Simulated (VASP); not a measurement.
```xyz
1
Lattice="0.0000 2.5348 2.5348 2.5348 0.0000 2.5348 2.5348 2.5348 0.0000" Properties=species:S:1:pos:R:3 pbc="T T T"
Gd     0.0000     0.0000     0.0000
```

The numbers are results of r2SCAN meta-GGA, VASP's PBE PAW potentials (set 64) (plane waves; VASP 6.6.1), not measurements. Run with 400 eV cut-off, 14×14×14 Γ-centred mesh, tetrahedra with Blöchl corrections, potentials Gd_3.

The 4f electrons are frozen in the core of the lanthanide potential, so 4f levels, which can set the real gap, and their magnetism are missing.

Question: Give the energies of bands 4 to 7 at the high-symmetry points, in eV from the Fermi level.

Answer: 
```csv
band,Γ,X,U,L,W
4,-4.99,-2.08,-1.22,-2.19,-0.92
5,1.98,-1.15,-0.54,1.10,0.35
6,1.98,2.80,1.40,1.76,0.35
7,1.98,3.33,3.32,1.76,2.92
```

It has no gap at this level: it comes out as a metal or semimetal.

The structure was generated: Gd was put into the fcc type (Fm-3m), which need not be its known phase. It was relaxed first.
